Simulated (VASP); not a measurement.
Write the native input for VASP 6.6.1 that does the following.

| Property | Result |
| --- | --- |
| Task | relaxation of cell and atoms |
| Functional | PBE |
| Potentials or basis | VASP PAW PBE potentials, release 64 (Si) |
| Cutoff | 520 eV |
| k mesh | 6 × 6 × 6 |
| Occupations | gaussian, width 0.02 eV |
| Spin | no spin polarisation |
| Further INCAR settings | ALGO = Normal; EDIFF = 1e-07; IBRION = 2; EDIFFG = -0.002; NSW = 80; ISIF = 3 |

The structure of Si lies in POSCAR:

```
Si                                      
1.0
    0.0000000000      2.7348751891      2.7348751891
    2.7348751891      0.0000000000      2.7348751891
    2.7348751891      2.7348751891     -0.0000000000
  Si            
     2
Direct
     0.7500000000000000    0.7500000000000000    0.7500000000000000
     0.5000000000000000    0.5000000000000000    0.5000000000000000
```

These files were run (other wordings do the same):

INCAR

```
SYSTEM = Si
ALGO = Normal
EDIFF = 1E-7
EDIFFG = -0.002
ENCUT = 520
GGA = PE
IBRION = 2
ISIF = 3
ISMEAR = 0
LASPH = .True.
LCHARG = .False.
LREAL = .False.
LWAVE = .False.
NELM = 60
NSW = 80
PREC = Accurate
SIGMA = 0.02
```

KPOINTS

```
k-points
0
Gamma
  6 6 6
  0 0 0
```

Potentials or basis: VASP PAW PBE potentials, release 64 (Si).

Run with:

```sh
$ cat potpaw_PBE.64/Si/POTCAR > POTCAR
$ mpirun -np 1 vasp_std > vasp.out
```

It gave:

```
Pressure after relaxing : 0.0 GPa
Band gap on the k mesh  : 0.75 eV, indirect (least direct gap 2.55 eV)
```

Caveat: the relaxation stopped at its first step, so nothing moved.

It took 9.9 s on 1 thread of Intel(R) Xeon(R) Platinum 8259CL CPU @ 2.50GHz (Skylake/Cascade Lake) (shared host), peak memory 0.15 GiB.
